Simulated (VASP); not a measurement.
Input:

```
CELL_PARAMETERS angstrom
      1.85318    -3.20979     0.00000
      1.85318     3.20979     0.00000
      0.00000     0.00000     5.71303
ATOMIC_POSITIONS crystal
  Tb 0.33333 0.66667 0.25000
  Tb 0.66667 0.33333 0.75000
```

Computed with RPBE GGA, VASP's PBE PAW potentials (set 64) (plane waves; VASP). Numerical set-up: 520 eV cut-off, 13×13×7 Γ-centred mesh, tetrahedra with Blöchl corrections, potentials Tb_3.

The 4f electrons are frozen in the core of the lanthanide potential, so 4f levels, which can set the real gap, and their magnetism are missing.

**Question.** Predict the energy per atom (σ→0), band gap (on the k-mesh) with the smallest direct gap where there is one.

**Answer.** 
* **band gap (on the k-mesh)**: none (metal, semimetal or under 0.01 eV)
* **energy per atom (σ→0)**: -406.8 kJ/mol of atoms

Total energies compare only between runs with the same potentials, cut-off and functional.

The compound is Tb in the hcp structure. It was relaxed first, which changed the volume by +6 %.
